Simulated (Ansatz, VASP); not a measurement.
**Cross-check of CoO (zincblende prototype) between VASP and Ansatz**

One calculation is typed for both programs; each brings its own data sets. How far apart do they land? The cell is invented: As first built, before any earlier steps moved the atoms or strained the cell (in the runner's words): zincblende prototype, lattice guessed from radii. It may not be a known or stable phase. The cell is taken from a series of runs on this material, whose earlier steps may have relaxed, scaled, displaced or heated it; both programs get it as it stands.

Program: Ansatz 0.2.0. Level of theory: plane waves, with VASP 6.6.1 beside it; LDA, DFT+U. Results are calculated unless marked as measured.

## (1) Starting point

It takes space group F-43m (No. 216, cubic). Conventional cell: a = 4.570 Å, b = 4.570 Å, c = 4.570 Å, α = 90.00°, β = 90.00°, γ = 90.00°. Co has 4 O at 1.98 Å nearest. O has 4 Co at 1.98 Å nearest. As first built, before any earlier steps moved the atoms or strained the cell (in the runner's words): zincblende prototype, lattice guessed from radii. Farther neighbours and most contacts between anions are not listed.

## (2) Ansatz: single point, LDA, DFT+U, pair 1

Ansatz runs on its default PAW (the set named soft_2) files.

A single point takes one fixed geometry, so differences don't come from the geometry; what else differs is listed under the comparison.

Input file input.yaml:

```yaml
crystal:
  lattice:
    - [0.0, 2.285144763, 2.285144763]
    - [2.285144763, 0.0, 2.285144763]
    - [2.285144763, 2.285144763, 0.0]
  atoms:
    - { symbol: Co, position: [0.0, 0.0, 0.0], spin: 3.0 }
    - { symbol: O, position: [0.25, 0.25, 0.25] }
magnetization:
  spin_polarized: true
kpoints:
  mp_grid: { grid: [10, 10, 10] }
hamiltonian:
  xc: lda
  hubbard:
    sites: [{ species: Co, l: d, u_eff: 2.8 }]
    projectors: ortho-atomic
scf:
  occupations: { method: fermi_dirac, width: 0.05 }
output:
  eigenvalues: true
```

Started as:

```console
ansatz run input.yaml --threads 4 --pin off --max-ram 8192MiB --backend cpu --events-out ev --progress --plain --runs-dir out
```

Numbers of over 12 decimals in the logs are rounded to 6 here.

What it wrote:

```text
Engine: ansatz 0.2.0, aarch64-unknown-linux-gnu
Pseudopotentials: kind: paw
Pseudopotential: Co, paw, valence charge 17, recommended cutoff 420 eV (normal), Co.paw.azcp
Pseudopotential: O, paw, valence charge 6, recommended cutoff 420 eV (normal), O.paw.azcp
Functional definition: SPW92
  exchange = slater_x
  correlation = pw_c
Crystal: 2 atoms, lattice volume = 23.866 Å³
Basis set: ecut = 420 eV, 459 PW (Γ)
Bands: 17, of which v1, the nominal top of the filled ones, is band 12 counted from 1 (11 counted from 0)
Symmetry: 24 space group operations
Space group: F-43m (ITA 216), of the structure as read, at distance tolerance 2.9e-5 Å
Magnetic group: BNS 216.74 (UNI 1576), of the structure as read, at distance tolerance 2.9e-5 Å
k-points: 47 of 1000 (time reversal used)
Non-local potential: Co, projectors of the file, l = 0: 3, l = 1: 2, l = 2: 3, l = 3: 1
Non-local potential: O, projectors of the file, l = 0: 2, l = 1: 2, l = 2: 1
PAW form: soft (Blöchl's): semilocal exchange-correlation on the pseudo side does not see the compensation charge
PAW frozen core: Co, regenerated for the run's functional, and the local potential with it (the file was generated under x = pbe(κ = 0.804, μ = 0.219515), c = pbe(β = 0.066725))
PAW frozen core: O, regenerated for the run's functional, and the local potential with it (the file was generated under x = pbe(κ = 0.804, μ = 0.219515), c = pbe(β = 0.066725))
PAW one-centre angular grid: Co, 590 points (default); XC on 64 Gauss nodes
PAW one-centre angular grid: O, 110 points (default); XC on 64 Gauss nodes
Initial density: superposition of atomic densities (chi_scale 0.1, normalization cell, long waves kept (reshape's long-wave potential 0.00 eV rms))
Starting moments: Σ|m| = 3 μB on 1 of 2 sites
Initial wavefunctions: pseudopotential atomic-orbital guess
Functional: x = slater, c = lda
SCF iter   1: F=—  HF=-5616.814800 eV  |F-HF|=—  |Δ(HF+E_count)|=         —  Δρ=3.02e-1 (↑7.90e-2 ↓3.02e-1)  dr2=2.55e1  dr2_m=3.54e0  M=1.724 μB ∫|m|=1.724 μB  β_m=0.30  ethr=3.10e-3  ⟨swp⟩=5.5  Hψ=7226  notcnv=0
preconditioner: auto → none  [metal: Δε(μ)=0.016 eV  Ē_g=13.786 eV  σ=0.050 eV  W_gap=0.08  n_scr=8 (ndim 8)  ℏωp=29.4 eV  f_vac=0.000  D(μ)=1.95/eV (n_scr^D=14)  sad-step TF]
SCF iter   2: F=—  HF=-5614.941325 eV  |F-HF|=—  |Δ(HF+E_count)|=    1.87e0  Δρ=8.89e-2 (↑5.28e-2 ↓8.89e-2)  dr2=1.48e0  dr2_m=4.49e-1  M=3.001 μB ∫|m|=3.001 μB  β_m=1.00  ethr=3.10e-3  ⟨swp⟩=3.0  Hψ=4334  notcnv=0  defer=51
SCF iter   3: F=—  HF=-5614.665586 eV  |F-HF|=—  |Δ(HF+E_count)|=   2.76e-1  Δρ=3.09e-2 (↑3.09e-2 ↓2.75e-2)  dr2=2.42e-1  dr2_m=1.90e-2  M=2.999 μB ∫|m|=3.000 μB  β_m=0.30  ethr=3.10e-3  ⟨swp⟩=2.4  Hψ=3299  notcnv=0  defer=34
SCF iter   4: F=—  HF=-5614.849264 eV  |F-HF|=—  |Δ(HF+E_count)|=   1.84e-1  Δρ=1.98e-2 (↑7.18e-3 ↓1.98e-2)  dr2=4.49e-2  dr2_m=2.31e-2  M=2.967 μB ∫|m|=2.968 μB  β_m=0.30  ethr=1.05e-3  ⟨swp⟩=2.3  Hψ=3195  notcnv=0  defer=47
Mixer restart at iter 4: flushing history
spin-set hold released at iteration 4 (site moments contracting): the magnetisation degrees of freedom join the quasi-Newton model from the next iteration; the mixer history was flushed
SCF iter   5: F=—  HF=-5614.993905 eV  |F-HF|=—  |Δ(HF+E_count)|=   1.45e-1  Δρ=1.61e-2 (↑9.67e-3 ↓1.61e-2)  dr2=4.25e-2  dr2_m=1.17e-2  M=2.989 μB ∫|m|=2.990 μB  β_m=0.65  ethr=1.95e-4  ⟨swp⟩=2.2  Hψ=2709  notcnv=0  defer=66
SCF iter   6: F=—  HF=-5615.208164 eV  |F-HF|=—  |Δ(HF+E_count)|=   2.14e-1  Δρ=1.77e-2 (↑3.55e-3 ↓1.77e-2)  dr2=3.05e-2  dr2_m=1.62e-2  M=2.953 μB ∫|m|=2.954 μB  β_m=0.56  ethr=1.85e-4  ⟨swp⟩=2.3  Hψ=3142  notcnv=0  defer=76
SCF iter   7: F=—  HF=-5615.358484 eV  |F-HF|=—  |Δ(HF+E_count)|=   1.50e-1  Δρ=8.06e-3 (↑5.48e-3 ↓8.06e-3)  dr2=1.82e-2  dr2_m=2.88e-3  M=2.995 μB ∫|m|=2.997 μB  β_m=0.67  ethr=1.32e-4  ⟨swp⟩=2.7  Hψ=3464  notcnv=0  defer=91
SCF iter   8: F=—  HF=-5615.356507 eV  |F-HF|=—  |Δ(HF+E_count)|=   1.98e-3  Δρ=4.95e-3 (↑4.95e-3 ↓4.85e-3)  dr2=7.78e-3  dr2_m=2.51e-3  M=2.999 μB ∫|m|=3.001 μB  β_m=0.57  ethr=7.92e-5  ⟨swp⟩=2.1  Hψ=3194  notcnv=0  defer=91
SCF iter   9: F=—  HF=-5615.355728 eV  |F-HF|=—  |Δ(HF+E_count)|=   7.79e-4  Δρ=2.86e-3 (↑7.99e-4 ↓2.86e-3)  dr2=9.39e-4  dr2_m=7.22e-4  M=2.997 μB ∫|m|=2.999 μB  β_m=0.79  ethr=3.38e-5  ⟨swp⟩=2.4  Hψ=2813  notcnv=0  defer=92
SCF iter  10: F=—  HF=-5615.355795 eV  |F-HF|=—  |Δ(HF+E_count)|=   6.66e-5  Δρ=3.92e-4 (↑1.29e-4 ↓3.92e-4)  dr2=1.67e-5  dr2_m=9.44e-6  M=2.998 μB ∫|m|=2.999 μB  β_m=0.75  ethr=4.08e-6  ⟨swp⟩=1.8  Hψ=2216  notcnv=0  defer=91
SCF iter  11: F=—  HF=-5615.355838 eV  |F-HF|=—  |Δ(HF+E_count)|=   4.34e-5  Δρ=1.01e-4 (↑1.75e-5 ↓1.01e-4)  dr2=9.03e-7  dr2_m=5.88e-7  M=2.998 μB ∫|m|=2.999 μB  β_m=0.88  ethr=7.26e-8  ⟨swp⟩=2.2  Hψ=2147  notcnv=0  defer=91
iter 12 met the thresholds in force, and the SCF goes on: an eigenvalue changes by 0.65 meV, over its tolerance of 0.50 meV (output.eigenvalues, Limitations)
SCF iter  12: F=-5615.355840 eV  HF=-5615.355840 eV  |F-HF|=1.05e-8  |Δ(HF+E_count)|=   1.92e-6  Δρ=1.43e-5 (↑7.54e-6 ↓1.43e-5)  dr2=2.19e-8  dr2_m=2.30e-8  M=2.998 μB ∫|m|=2.999 μB  β_m=0.94  ethr=4.35e-10  ⟨swp⟩=3.9  Hψ=6169  notcnv=0
SCF iter  13: F=-5615.355840 eV  HF=-5615.355840 eV  |F-HF|=2.95e-9  |Δ(HF+E_count)|=   1.09e-9  Δρ=5.03e-6 (↑2.35e-6 ↓5.03e-6)  dr2=2.35e-9  dr2_m=2.05e-9  M=2.998 μB ∫|m|=2.999 μB  ethr=9.52e-11  ⟨swp⟩=1.0  Hψ=3711  notcnv=0
SCF 1 converged in 13 iterations: F = -5615.355840 eV  dr2 = 2.35e-9
  greatest PAW one-centre occupation: 1.004 electrons in one spin orbital (limit 2), on the Co atom at site 0 (counted from 0), in its partial waves of l = 1
Symmetry: 4 space group operations
k-points: 144 of 1000 (time reversal used)
Initial density: read from a saved state, or passed on in memory by an earlier SCF of this step, an earlier step, the calling program or the single point that the run made first
Starting moments: Σ|m| = 3 μB on 1 of 2 sites; this step starts from the density that it was given
Initial wavefunctions: those read from a saved state, or passed on in memory by an earlier step or the calling program
iter 1 solved again at ethr=1.02e-11 eV; its pass at ethr=4.35e-6 eV (dr2=2.34e-9 eV) is discarded
SCF iter   1: F=—  HF=-5615.355840 eV  |F-HF|=—  |Δ(HF+E_count)|=         —  Δρ=5.03e-6 (↑2.34e-6 ↓5.03e-6)  dr2=2.34e-9  dr2_m=2.06e-9  M=2.998 μB ∫|m|=2.999 μB  ethr=1.02e-11  ⟨swp⟩=1.0  Hψ=29332  notcnv=0
preconditioner: auto → none  [insulator: Δε(μ)=0.246 eV  Ē_g=13.408 eV  σ=0.050 eV  W_gap=0.83  n_scr=8 (ndim 8)  ℏωp=29.4 eV  f_vac=0.043  D(μ)=0.05/eV (n_scr^D=0)  ε∞_Penn≈5.8]
an SCF along what the orbitals of the run's state read of its open shells (or to have them read: on a GPU, or by another smearing), with 20 of the crystal's symmetry operations given up (144 k-points in place of 47), reached no lower state that the run goes on to. This is no proof of a minimum
SCF converged after 13 iterations
an eigenvalue changed by more than its tolerance at an iteration that met the thresholds in force, so the SCF went on 1 time: the last check found none over its tolerance
Magnetization: 2.9975 μB (12.9988 up, 10.0012 down)
Absolute magnetization: 2.9983 μB (∫|ρ↑−ρ↓|, with the PAW one-centre terms)
Spin contamination: 0.0046 ħ² per cell (⟨S²⟩ above its minimum at these occupations)
Per-site moments (μB) at R_I (Å): [(2.411997, 0.816335), (0.262583, 0.816335)]
Free energy (F): -5615.355840 eV
Harris-Foulkes:  -5615.355840 eV  (|F-HF|=2.95e-9)
Internal energy: -5615.355259 eV  (E = F + TS)
E sigma→0 (E₀):  -5615.355550 eV
Entropy (-TS):   -0.000581 eV (-0.291 meV/atom)
Fermi energy:    9.785858 eV
--- Per-component energies (eV) ---
  E_band       = -394.478081
  E_kinetic    = 616.439929
  E_local      = -3938.597161  (includes V_loc(G=0)·N_el)
  E_nonlocal   = 519.577940
  E_hartree    = 1618.428192
  E_xc         = -225.162829
  E_vxc        = -291.380892  (∫ρ·V_xc dr)
  E_hubbard    = 0.672170  (on-site DFT+U / exact-exchange correction)
  E_vhub       = -8.996007  (the Hubbard potential's part of the band-sum identity)
  E_paw        = -1602.108065  (= ΣΔE_a)
  E_vpaw       = -528.383296  (= ΣTr[D̂ρ^β])
  E_aug_tail   = 0.002681  (compensation charges beyond the density's cutoff)
  E_ewald      = -2605.123287
  E_core_change = 0.515172  (= ΣΔE_core)
  E_smearing   = -0.000581  (= −TS)
  E_closure    = 0.000000  (closes the sum)
  Σ components = -5615.355840   (vs F -5615.355840, Δ=0.00e0)
--- Band table (eV; the first three rows and the last of 94) ---
  k-point 0 ↑: bands = [... 8 lower, 6.3921, 6.3921, 9.6874, 9.6874, 9.6874, 9.9331, 23.4727, 23.4727, ... 1 higher]
  k-point 1 ↑: bands = [... 8 lower, 6.3698, 6.3698, 9.0929, 9.6206, 9.6206, 10.6490, 22.5177, 23.5514, ... 1 higher]
  k-point 2 ↑: bands = [... 8 lower, 6.3289, 6.3289, 8.2768, 9.4347, 9.4347, 11.7640, 20.6957, 23.6082, ... 1 higher]
  k-point 46 ↓: bands = [... 8 lower, 8.7496, 9.0473, 9.9442, 11.6434, 11.7247, 17.5443, 20.2089, 20.4561, ... 1 higher]
Occupation matrices written to <dir>
```

(Continued in part 2 of 3.)

[Lines on the potential files, build, host, timing and source positions are cut from VASP's logs without a mark.]

[Logs are printed without paths, hosts, clocks, repeated set-up lines and the standing remarks that a program may print on its own settings, such as how far it seeks lower states.]

[Hosts, paths, dates, database ids (printed as entryN), source tags and the programs' standing remarks are cut or masked in the printed files.]
